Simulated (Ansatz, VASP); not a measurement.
# FeSi2 (Linzhiite): VASP beside Ansatz

Aim: how closely do two programs agree when they are given the same cell, functional and k mesh? The cell is taken from a series of runs on this material, whose earlier steps may have relaxed, scaled, displaced or heated it; both programs get it as it stands.

Calculated with Ansatz 0.2.0; plane waves, with VASP 6.6.1 beside it; zone-centre phonons at LDA.

## (1) The structure

The structure is tetragonal, space group P4/mmm (No. 123). The conventional cell has a = 2.718 Å, b = 2.718 Å, c = 5.139 Å, α = 90.00°, β = 90.00°, γ = 90.00°. Si has 4 Fe at 2.37 Å and 1 Si at 2.37 Å nearest. Nearest to Fe lie 8 Si at 2.37 Å. Farther neighbours are not listed.

## (2) VASP: zone-centre phonons, LDA

Second derivatives magnify differences that forces hide, and they need a tight electronic threshold.

Lines of VASP's logs that name or quote its potential files are left out, and so is its time.

Input file INCAR:

```
SYSTEM = FeSi2
PREC = Accurate
ENCUT = 600
EDIFF = 1E-08
NELM = 120
ISMEAR = 1
SIGMA = 0.2
LREAL = .FALSE.
ALGO = Normal
GGA = CA
NBANDS = 14
LASPH = .TRUE.
LORBIT = 11
LWAVE = .FALSE.
LCHARG = .FALSE.
ISIF = 2
IBRION = 8
GGA_COMPAT = .FALSE.
KPAR = 2
```

Input file POSCAR:

```
FeSi2
1.0
    2.7182007794      0.0000000000      0.0000000000
    0.0000000000      2.7182007794      0.0000000000
    0.0000000000      0.0000000000      5.1390475117
Si Fe
2 1
Direct
    0.5000000000      0.5000000000      0.2693816526
    0.5000000000      0.5000000000      0.7306183474
    0.0000000000      0.0000000000      0.0000000000
```

Input file KPOINTS:

```
Automatic mesh
0
Gamma
16 16 8
0 0 0
```

PAW data sets: Si and Fe (LDA family, release 64).

Launch:

```sh
mpirun -np 2 vasp_std
```

Numbers of over 12 decimals in the logs are rounded to 6 here.

What it wrote:

```text
[banner, memory and clock lines left out]
running    2 mpi-ranks, on    1 nodes
 distrk:  each k-point on    1 cores,    2 groups
 distr:  one band on    1 cores,    1 groups

 POSCAR found type information on POSCAR SiFe
 POSCAR found :  2 types and       3 ions
 LDA part: xc-table for (Slater(with rela. corr.)+CA(PZ))
 , standard interpolation
 POSCAR, INCAR and KPOINTS ok, starting setup
 FFT: planning ... GRIDC
 FFT: planning ... GRID_SOFT
 FFT: planning ... GRID
 WAVECAR not read
 entering main loop
       N       E                     dE             d eps       ncg     rms          rms(c)
DAV:   1     0.669687014263E+02    0.66969E+02   -0.77375E+03  6364   0.130E+03
DAV:   2    -0.199899194674E+02   -0.86959E+02   -0.77428E+02  6390   0.234E+02
DAV:   3    -0.243293962541E+02   -0.43395E+01   -0.41286E+01  8602   0.575E+01
DAV:   4    -0.244407859452E+02   -0.11139E+00   -0.11114E+00  7266   0.844E+00
DAV:   5    -0.244443059504E+02   -0.35200E-02   -0.35194E-02  8782   0.164E+00    0.163E+01
DAV:   6    -0.277203737374E+02   -0.32761E+01   -0.18661E+01  8270   0.109E+02    0.202E+01
DAV:   7    -0.229145029214E+02    0.48059E+01   -0.15137E+01  8488   0.957E+01    0.469E+00
DAV:   8    -0.228263679175E+02    0.88135E-01   -0.68869E-01  8202   0.747E+00    0.180E+00
DAV:   9    -0.227948269838E+02    0.31541E-01   -0.66977E-02  8800   0.544E+00    0.638E-01
DAV:  10    -0.227931476994E+02    0.16793E-02   -0.45740E-03  7886   0.636E-01    0.123E-01
DAV:  11    -0.227931044076E+02    0.43292E-04   -0.27189E-04  9076   0.281E-01    0.664E-02
DAV:  12    -0.227930976517E+02    0.67559E-05   -0.18808E-05  9498   0.691E-02    0.119E-02
DAV:  13    -0.227930975041E+02    0.14760E-06   -0.11642E-06  9830   0.135E-02    0.464E-03
DAV:  14    -0.227930974389E+02    0.65221E-07   -0.55779E-08  8100   0.359E-03    0.181E-03
DAV:  15    -0.227930974323E+02    0.65509E-08   -0.21350E-08  6744   0.110E-03
   1 F= -.22793097E+02 E0= -.22793502E+02  d E =0.121398E-02
 Linear response reoptimize wavefunctions to high precision
DAV:   1    -0.227930974324E+02   -0.70600E-10   -0.18354E-09  6194   0.374E-04
DAV:   2    -0.227930974324E+02   -0.37517E-11   -0.12244E-10  4488   0.118E-04
 Linear response DOF=           4
 Linear response progress:
  Degree of freedom:   1/  4
       N       E                     dE             d eps       ncg     rms          rms(c)
RMM:   1    -0.129322301099E-01   -0.12932E-01   -0.96145E-04 36485   0.917E-01
RMM:   2    -0.120489666550E-01    0.88326E-03   -0.42219E-04 21793   0.434E-01    0.684E-02
RMM:   3    -0.121293940034E-01   -0.80427E-04   -0.33300E-04 26701   0.142E-01    0.374E-02
RMM:   4    -0.122326124507E-01   -0.10322E-03   -0.39463E-05 24810   0.578E-02    0.600E-03
RMM:   5    -0.122334162470E-01   -0.80380E-06   -0.91768E-06 28431   0.198E-02    0.320E-03
RMM:   6    -0.122127785761E-01    0.20638E-04   -0.12131E-06 27101   0.822E-03    0.132E-03
RMM:   7    -0.122183582390E-01   -0.55797E-05   -0.15551E-07 24702   0.348E-03    0.532E-04
RMM:   8    -0.122184626307E-01   -0.10439E-06   -0.68301E-09 24969   0.146E-03    0.212E-04
RMM:   9    -0.122180747645E-01    0.38787E-06   -0.11686E-08 28188   0.516E-04    0.370E-05
RMM:  10    -0.122180313487E-01    0.43416E-07   -0.80483E-10 28704   0.147E-04    0.169E-05
RMM:  11    -0.122181063139E-01   -0.74965E-07   -0.12814E-09 28837   0.579E-05    0.677E-06
RMM:  12    -0.122180855159E-01    0.20798E-07   -0.12110E-09 28256   0.378E-05    0.230E-06
RMM:  13    -0.122180773794E-01    0.81365E-08   -0.15617E-09 29769   0.288E-05    0.742E-07
 first order change of Fermi-energy   0.25195E-04
 force on displaced ion       1 direction 1 :  -4.283   0.000  -0.001
 Linear response progress:
  Degree of freedom:   2/  4
       N       E                     dE             d eps       ncg     rms          rms(c)
RMM:   1    -0.327865515494E-01   -0.32787E-01    0.93725E-02 14393   0.171E+00
RMM:   2    -0.307996763801E-01    0.19869E-02   -0.16618E-03  8492   0.698E-01    0.180E-01
RMM:   3    -0.314579294667E-01   -0.65825E-03   -0.17641E-03  7711   0.558E-01    0.253E-01
RMM:   4    -0.308735770586E-01    0.58435E-03   -0.86180E-04  7217   0.426E-01    0.736E-02
RMM:   5    -0.309833897065E-01   -0.10981E-03   -0.20802E-04 10135   0.104E-01    0.234E-02
RMM:   6    -0.310017283806E-01   -0.18339E-04   -0.15684E-05  9769   0.338E-02    0.105E-02
RMM:   7    -0.310113674310E-01   -0.96391E-05   -0.22059E-06  8925   0.185E-02    0.161E-03
RMM:   8    -0.310108760010E-01    0.49143E-06   -0.84224E-07 10719   0.718E-03    0.667E-04
RMM:   9    -0.310103207079E-01    0.55529E-06   -0.63216E-08 10453   0.186E-03    0.387E-04
RMM:  10    -0.310103248804E-01   -0.41725E-08    0.18955E-09 10719   0.537E-04    0.807E-05
 first order change of Fermi-energy   0.57511E-01
 force on displaced ion       1 direction 3 :  -0.000   0.000 -16.724
 Linear response progress:
  Degree of freedom:   3/  4
       N       E                     dE             d eps       ncg     rms          rms(c)
RMM:   1    -0.165025425769E+00   -0.16503E+00   -0.84206E-02 18765   0.268E+00
RMM:   2    -0.165109618781E+00   -0.84193E-04   -0.23945E-03 15102   0.598E-01    0.197E-01
RMM:   3    -0.164967447167E+00    0.14217E-03   -0.45558E-04 17766   0.147E-01    0.118E-01
RMM:   4    -0.165364655053E+00   -0.39721E-03   -0.32499E-04 18204   0.125E-01    0.964E-03
RMM:   5    -0.165317474265E+00    0.47181E-04   -0.10242E-05 18129   0.280E-02    0.712E-03
RMM:   6    -0.165314814257E+00    0.26600E-05   -0.16109E-06 15068   0.166E-02    0.611E-03
RMM:   7    -0.165312116555E+00    0.26977E-05   -0.39170E-07 14734   0.906E-03    0.790E-04
RMM:   8    -0.165307469569E+00    0.46470E-05   -0.17840E-07 19041   0.268E-03    0.362E-04
RMM:   9    -0.165307123330E+00    0.34624E-06   -0.19817E-08 17920   0.857E-04    0.150E-04
RMM:  10    -0.165306216075E+00    0.90725E-06   -0.10067E-08 19105   0.335E-04    0.537E-05
RMM:  11    -0.165306253576E+00   -0.37501E-07   -0.88919E-09 19299   0.127E-04    0.161E-05
RMM:  12    -0.165306249345E+00    0.42305E-08   -0.88283E-09 19759   0.745E-05    0.387E-06
 first order change of Fermi-energy   0.59429E-03
 force on displaced ion       3 direction 1 :  -7.284  -0.000   0.000
 Linear response progress:
  Degree of freedom:   4/  4
       N       E                     dE             d eps       ncg     rms          rms(c)
RMM:   1    -0.187858801546E+00   -0.18786E+00   -0.10221E-01 11285   0.249E+00
RMM:   2    -0.181733315413E+00    0.61255E-02   -0.25588E-03  7945   0.815E-01    0.225E-01
RMM:   3    -0.180950541253E+00    0.78277E-03   -0.18006E-03  9814   0.300E-01    0.119E-01
RMM:   4    -0.181061172497E+00   -0.11063E-03   -0.32851E-04 10043   0.104E-01    0.568E-02
RMM:   5    -0.181332736919E+00   -0.27156E-03   -0.11154E-04  9710   0.880E-02    0.139E-02
RMM:   6    -0.181339250521E+00   -0.65136E-05   -0.71776E-06  8218   0.324E-02    0.632E-03
RMM:   7    -0.181342354564E+00   -0.31040E-05   -0.29390E-06 10247   0.126E-02    0.295E-03
RMM:   8    -0.181330613037E+00    0.11742E-04   -0.26667E-07  9186   0.478E-03    0.774E-04
RMM:   9    -0.181331275348E+00   -0.66231E-06   -0.58194E-08 10332   0.190E-03    0.409E-04
RMM:  10    -0.181331179171E+00    0.96177E-07   -0.14843E-08 10672   0.586E-04    0.120E-04
RMM:  11    -0.181331207710E+00   -0.28539E-07   -0.73208E-09  9251   0.277E-04    0.311E-05
RMM:  12    -0.181331294181E+00   -0.86471E-07   -0.65785E-09 10866   0.134E-04    0.994E-06
RMM:  13    -0.181331308169E+00   -0.13988E-07   -0.60134E-09 10723   0.715E-05    0.481E-06
RMM:  14    -0.181331309293E+00   -0.11241E-08   -0.59859E-09 10894   0.522E-05    0.333E-06
 first order change of Fermi-energy   0.38456E-02
 force on displaced ion       3 direction 3 :  -0.000   0.000 -11.841
 Linear response finished
```

Parts of OUTCAR (step 2):

```text
ion  position               nearest neighbor table
   1  0.500  0.500  0.269-   3 2.37   3 2.37   3 2.37   3 2.37   2 2.37   2 2.77
   2  0.500  0.500  0.731-   3 2.37   3 2.37   3 2.37   3 2.37   1 2.37   1 2.77
   3  0.000  0.000  0.000-   1 2.37   2 2.37   1 2.37   2 2.37   1 2.37   2 2.37   1 2.37   2 2.37

  LATTYP: Found a simple tetragonal cell.
 ALAT       =     2.7182007794
 C/A-ratio  =     1.8906062976

 Subroutine GETGRP returns: Found 16 space group operations
 (whereof 16 operations were pure point group operations)

The static configuration has the point symmetry D_4h.

 Found    225 irreducible k-points:

   k-points           NKPTS =    225   k-points in BZ     NKDIM =    225   number of bands    NBANDS=     14

   dimension x,y,z NGX =    24 NGY =   24 NGZ =   42
   dimension x,y,z NGXF=    48 NGYF=   48 NGZF=   84

   ENCUT  =  600.0 eV  44.10 Ry    6.64 a.u.   5.43  5.43 10.26*2*pi/ulx,y,z

   NELECT =      16.0000    total number of electrons

 k-points in reciprocal lattice and weights: Automatic mesh
   0.00000000  0.00000000  0.00000000       0.000
   0.06250000  0.00000000  0.00000000       0.002
   0.12500000  0.00000000  0.00000000       0.002
   0.18750000  0.00000000  0.00000000       0.002
   0.25000000  0.00000000  0.00000000       0.002
   0.31250000  0.00000000  0.00000000       0.002
   0.37500000  0.00000000  0.00000000       0.002
   0.43750000  0.00000000  0.00000000       0.002
   0.50000000  0.00000000  0.00000000       0.001
[...]
0.50000000  0.43750000  0.50000000       0.002
   0.50000000  0.50000000  0.50000000       0.000

 average (electrostatic) potential at core
       1 -81.9104       2 -81.9104       3 -40.3284

  Total       -2.3706531     -2.3706531     -2.3689187      0.0000000      0.0000000     -0.0000000
  in kB     -100.0306062   -100.0306062    -99.9574189      0.0000000      0.0000000     -0.0000000
  external PRESSURE =    -100.0062105 kB  Pullay stress =       0.0000000 kB

  energy-cutoff  :      600.00
  volume of cell :       37.97
      direct lattice vectors                 reciprocal lattice vectors
     2.718200779  0.000000000  0.000000000     0.367890410  0.000000000  0.000000000
     0.000000000  2.718200779  0.000000000     0.000000000  0.367890410  0.000000000
     0.000000000  0.000000000  5.139047512     0.000000000  0.000000000  0.194588588

 POSITION                                       TOTAL-FORCE (eV/Angst)
 -----------------------------------------------------------------------------------
      1.35910      1.35910      1.38437         0.000000     -0.000000      0.023774
      1.35910      1.35910      3.75468         0.000000     -0.000000     -0.023774
      0.00000      0.00000      0.00000         0.000000      0.000000      0.000000
 -----------------------------------------------------------------------------------
    total drift:                                0.000000     -0.000000     -0.000000

 Eigenvectors and eigenvalues of the dynamical matrix
 ----------------------------------------------------

   1 f  =   15.478580 THz    97.254789 2PiTHz  516.309864 cm-1    64.014236 meV
             X         Y         Z           dx          dy          dz
      1.359100  1.359100  1.384365     0.000000    0.000000    0.707107
      1.359100  1.359100  3.754682    -0.000000   -0.000000   -0.707107
      0.000000  0.000000  0.000000     0.000000    0.000000    0.000000

   2 f  =   10.163806 THz    63.861079 2PiTHz  339.028091 cm-1    42.034107 meV
             X         Y         Z           dx          dy          dz
      1.359100  1.359100  1.384365    -0.000000   -0.000000   -0.499182
      1.359100  1.359100  3.754682    -0.000000   -0.000000   -0.499182
      0.000000  0.000000  0.000000     0.000000    0.000000    0.708262

   3 f  =    7.970602 THz    50.080769 2PiTHz  265.870663 cm-1    32.963746 meV
             X         Y         Z           dx          dy          dz
      1.359100  1.359100  1.384365     0.346686    0.359062    0.000000
      1.359100  1.359100  3.754682     0.346686    0.359062    0.000000
      0.000000  0.000000  0.000000    -0.492024   -0.509588    0.000000

   4 f  =    7.970602 THz    50.080769 2PiTHz  265.870663 cm-1    32.963746 meV
             X         Y         Z           dx          dy          dz
      1.359100  1.359100  1.384365    -0.359062    0.346686    0.000000
      1.359100  1.359100  3.754682    -0.359062    0.346686    0.000000
      0.000000  0.000000  0.000000     0.509588   -0.492024    0.000000

   5 f  =    6.548461 THz    41.145194 2PiTHz  218.433145 cm-1    27.082246 meV
             X         Y         Z           dx          dy          dz
      1.359100  1.359100  1.384365     0.319452    0.630833   -0.000000
      1.359100  1.359100  3.754682    -0.319452   -0.630833    0.000000
      0.000000  0.000000  0.000000     0.000000    0.000000    0.000000

   6 f  =    6.548461 THz    41.145194 2PiTHz  218.433145 cm-1    27.082246 meV
             X         Y         Z           dx          dy          dz
      1.359100  1.359100  1.384365     0.630833   -0.319452    0.000000
      1.359100  1.359100  3.754682    -0.630833    0.319452   -0.000000
      0.000000  0.000000  0.000000     0.000000   -0.000000    0.000000

   7 f/i=    0.001964 THz     0.012340 2PiTHz    0.065509 cm-1     0.008122 meV
             X         Y         Z           dx          dy          dz
      1.359100  1.359100  1.384365     0.000000    0.000000    0.500817
      1.359100  1.359100  3.754682     0.000000    0.000000    0.500817
      0.000000  0.000000  0.000000    -0.000000    0.000000    0.705950

   8 f/i=    0.002595 THz     0.016303 2PiTHz    0.086552 cm-1     0.010731 meV
             X         Y         Z           dx          dy          dz
      1.359100  1.359100  1.384365    -0.354178    0.354178   -0.000000
      1.359100  1.359100  3.754682    -0.354178    0.354178   -0.000000
      0.000000  0.000000  0.000000    -0.499116    0.499116    0.000000

   9 f/i=    0.002595 THz     0.016303 2PiTHz    0.086552 cm-1     0.010731 meV
             X         Y         Z           dx          dy          dz
      1.359100  1.359100  1.384365    -0.354178   -0.354178    0.000000
      1.359100  1.359100  3.754682    -0.354178   -0.354178    0.000000
      0.000000  0.000000  0.000000    -0.499116   -0.499116    0.000000

 ELASTIC MODULI CONTR FROM IONIC RELAXATION (kBar)
 Direction    XX          YY          ZZ          XY          YZ          ZX
 --------------------------------------------------------------------------------
 XX        -149.0366   -149.0366    -10.3572      0.0000     -0.0000      0.0000
 YY        -149.0366   -149.0366    -10.3572      0.0000     -0.0000      0.0000
 ZZ         -10.3572    -10.3572     -0.7198      0.0000     -0.0000      0.0000
 XY           0.0000      0.0000      0.0000      0.0000      0.0000      0.0000
 YZ          -0.0000     -0.0000     -0.0000      0.0000   -306.5034      0.0000
 ZX           0.0000      0.0000      0.0000      0.0000      0.0000   -216.9384
 --------------------------------------------------------------------------------
```

This run has no spin polarisation, so a moment on Fe, if there is one, isn't seen.

(Part 1 of 2 ends here.)

[Lines on the potential files, build, host, timing and source positions are cut from VASP's logs without a mark.]

[Logs are printed without paths, hosts, clocks, repeated set-up lines and the standing remarks that a program may print on its own settings, such as how far it seeks lower states.]

[Hosts, paths, dates, database ids (printed as entryN), source tags and the programs' standing remarks are cut or masked in the printed files.]
